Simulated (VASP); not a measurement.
These are PBEsol GGA, VASP's PBE PAW potentials (set 64) (plane waves; VASP 6.6.1) values and carry that method's errors.

A VASP calculation is set up with these files.

### POSCAR
```
InGaN2
1
    3.3550545680    -0.0000000000    -0.0000000000
   -1.6775272840     2.9055620114     0.0000000000
    0.0000000000     0.0000000000     5.4943738146
In Ga N
1 1 2
Direct
  1.0000000000   0.0000000000   0.9974355406
  0.6666670000   0.3333330000   0.4958416953
  0.6666670000   0.3333330000   0.1459965707
  0.0000000000   0.0000000000   0.6023261933
```

INCAR:
```
ALGO = Normal
EDIFF = 1E-7
ENCUT = 520
GGA = PS
ISIF = 2
ISMEAR = -5
LASPH = .TRUE.
LCHARG = .TRUE.
LEFG = .TRUE.
LMAXMIX = 4
LORBIT = 11
LREAL = .FALSE.
LWAVE = .FALSE.
NEDOS = 601
NELM = 100
PREC = Accurate
SYSTEM = InGaN2
```

**KPOINTS**
```
Automatic mesh
0
Gamma
9 9 5
0 0 0
```

POTCAR, in this order: In_d Ga_d N (PBE.64 set). Program: vasp_std.

What VASP printed:

File OSZICAR:
```
       N       E                     dE             d eps       ncg     rms          rms(c)
DAV:   1     0.319672684405E+03    0.31967E+03   -0.18047E+04  2238   0.261E+03
DAV:   2     0.144667745600E+02   -0.30521E+03   -0.29782E+03  2396   0.523E+02
DAV:   3    -0.263413520359E+02   -0.40808E+02   -0.40367E+02  2604   0.177E+02
DAV:   4    -0.282740953556E+02   -0.19327E+01   -0.19254E+01  3022   0.395E+01
DAV:   5    -0.283216837079E+02   -0.47588E-01   -0.47568E-01  2902   0.585E+00    0.125E+01
DAV:   6    -0.243711345815E+02    0.39505E+01   -0.16200E+01  4220   0.595E+01    0.812E+00
DAV:   7    -0.244571265236E+02   -0.85992E-01   -0.17214E+00  2332   0.109E+01    0.299E+00
DAV:   8    -0.244183873033E+02    0.38739E-01   -0.13218E-01  3738   0.453E+00    0.151E+00
DAV:   9    -0.244038305825E+02    0.14557E-01   -0.27259E-02  3502   0.266E+00    0.283E-01
DAV:  10    -0.244038895753E+02   -0.58993E-04   -0.23218E-03  2972   0.568E-01    0.187E-01
DAV:  11    -0.244040208385E+02   -0.13126E-03   -0.94869E-04  3766   0.378E-01    0.529E-02
DAV:  12    -0.244040050722E+02    0.15766E-04   -0.20004E-04  3434   0.204E-01    0.189E-02
DAV:  13    -0.244040052538E+02   -0.18160E-06   -0.30112E-05  3048   0.548E-02    0.870E-03
DAV:  14    -0.244040058062E+02   -0.55238E-06   -0.31448E-06  3124   0.169E-02    0.373E-03
DAV:  15    -0.244040058235E+02   -0.17300E-07   -0.34511E-07  2534   0.623E-03
   1 F= -.24404006E+02 E0= -.24404006E+02  d E =0.000000E+00
```

**OUTCAR**
```
------------------------ aborting loop because EDIFF is reached ----------------------------------------
  FORCE on cell =-STRESS in cart. coord.  units (eV):
  Direction    XX          YY          ZZ          XY          YZ          ZX
  --------------------------------------------------------------------------------------
  Total        0.0060431      0.0060431      0.0739461      0.0000000      0.0000000      0.0000000
  in kB        0.1807684      0.1807683      2.2119640      0.0000000      0.0000000      0.0000000
  external PRESSURE =       0.8578336 kB  Pullay stress =       0.0000000 kB
  volume of cell :       53.56
      direct lattice vectors                 reciprocal lattice vectors
     3.355054568  0.000000000  0.000000000     0.298057745  0.172083748  0.000000000
    -1.677527284  2.905562011  0.000000000     0.000000000  0.344167495  0.000000000
     0.000000000  0.000000000  5.494373815     0.000000000  0.000000000  0.182004362
 POSITION                                       TOTAL-FORCE (eV/Angst)
 -----------------------------------------------------------------------------------
      0.00000      0.00000      5.48028         0.000000      0.000000     -0.017152
      1.67753      0.96852      2.72434        -0.000000      0.000000      0.001375
      1.67753      0.96852      0.80216         0.000000     -0.000000      0.009206
      0.00000      0.00000      3.30941         0.000000      0.000000      0.006571
 -----------------------------------------------------------------------------------
    total drift:                               -0.001521      0.000873     -0.000171
  FREE ENERGIE OF THE ION-ELECTRON SYSTEM (eV)
  ---------------------------------------------------
  free  energy   TOTEN  =       -24.4040058235 eV

  energy  without entropy=      -24.4040058235  energy(sigma->0) =      -24.40400582

 total charge

# of ion       s       p       d       tot
------------------------------------------
    1        0.773   0.866  10.026  11.664
    2        0.779   0.813  10.141  11.733
    3        1.230   2.475   0.000   3.705
    4        1.227   2.408   0.000   3.636
--------------------------------------------------
tot          4.009   6.562  20.167  30.739

 Electric field gradients after diagonalization (V/A^2)
 (convention: |V_zz| > |V_xx| > |V_yy|)
----------------------------------------------------------------------
 ion       V_xx      V_yy      V_zz     asymmetry (V_yy - V_xx)/ V_zz
----------------------------------------------------------------------
   1     -12.888   -12.887    25.775       0.000
   2      13.745    13.740   -27.486       0.000
   3      -7.103    -7.101    14.204       0.000
   4       3.362     3.361    -6.723       0.000
```
(Selected blocks of OUTCAR.)

OUTCAR:
```
 val. band max:        6.0752655246   @ k =   0.0000   0.0000   0.0000

 cond. band min:       6.3862662573   @ k =   0.0000   0.0000   0.0000


 Fermi energy:         6.1068873387

 k-point     1 :       0.0000    0.0000    0.0000
  band No.  band energies     occupation
      1      -9.3074      2.00000
      2      -8.9330      2.00000
      3      -7.5706      2.00000
      4      -7.5706      2.00000
      5      -7.5263      2.00000
      6      -7.4108      2.00000
      7      -7.4108      2.00000
      8      -7.2649      2.00000
      9      -7.2649      2.00000
     10      -6.8659      2.00000
     11      -6.8659      2.00000
     12      -5.5799      2.00000
     13      -0.6129      2.00000
     14       4.8333      2.00000
     15       4.8333      2.00000
     16       5.7447      2.00000
     17       6.0753      2.00000
     18       6.0753      2.00000
     19       6.3863      0.00000
     20       9.3391      0.00000
     21      13.5029      0.00000
     22      15.0720      0.00000

 k-point     2 :       0.1111    0.0000    0.0000
  band No.  band energies     occupation
      1      -9.2448      2.00000
      2      -8.9212      2.00000
      3      -7.5559      2.00000
      4      -7.5457      2.00000
      5      -7.4979      2.00000
      6      -7.4092      2.00000
      7      -7.4083      2.00000
      8      -7.2271      2.00000
      9      -7.2269      2.00000
     10      -6.8953      2.00000
     11      -6.8674      2.00000
     12      -5.4801      2.00000
     13      -0.4589      2.00000
     14       3.9479      2.00000
     15       4.6253      2.00000
     16       4.9896      2.00000
     17       5.7324      2.00000
     18       5.9741      2.00000
     19       7.4532      0.00000
     20       9.9533      0.00000
     21      13.4786      0.00000
     22      14.3389      0.00000

 k-point     3 :       0.2222    0.0000    0.0000
  band No.  band energies     occupation
      1      -9.1381      2.00000
...
```

Unless said otherwise, spin-orbit coupling is left out, though it shifts the bands of the heavy elements here.

The structure comes from a computed database's InGaN2 entry (P3m1); how it stands against other phases isn't given here. It was relaxed first.
